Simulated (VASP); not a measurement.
PbS (relaxed from the WC structure, space group P-6m2): computed properties

Computed with r2SCAN meta-GGA, VASP's PBE PAW potentials (set 64) (plane waves; VASP 6.6.1).

```json
{
  "space_group": "P-6m2 (187)",
  "cell": "a = 4.0504 Å, b = 4.0504 Å, c = 3.7813 Å, α = 90.00°, β = 90.00°, γ = 120.00°",
  "volume_per_atom": "26.86 Å³/atom",
  "band gap (over mesh and band path)": "none (metal, semimetal or under 0.01 eV)",
  "density": "7.40 g/cm³"
}
```

```cif
data_PbS
_chemical_formula_sum 'Pb1 S1'
_space_group_name_H-M_alt 'P 1'
_space_group_IT_number 1
_cell_length_a 4.05039
_cell_length_b 4.05039
_cell_length_c 3.78135
_cell_angle_alpha 90.000
_cell_angle_beta 90.000
_cell_angle_gamma 120.000
loop_
_space_group_symop_operation_xyz
  'x, y, z'
loop_
_atom_site_label
_atom_site_type_symbol
_atom_site_fract_x
_atom_site_fract_y
_atom_site_fract_z
_atom_site_occupancy
Pb1 Pb 0.00000 0.00000 0.00000 1
S1 S 0.66667 0.33333 0.50000 1
```

Unless said otherwise, spin-orbit coupling is left out, though it shifts the bands of the heavy elements here.

The structure was generated: PbS was put into the WC type (P-6m2), which need not be its known phase. It was relaxed first, which changed the volume by +8 %. Symmetry was kept, so distortions that lower it aren't found.
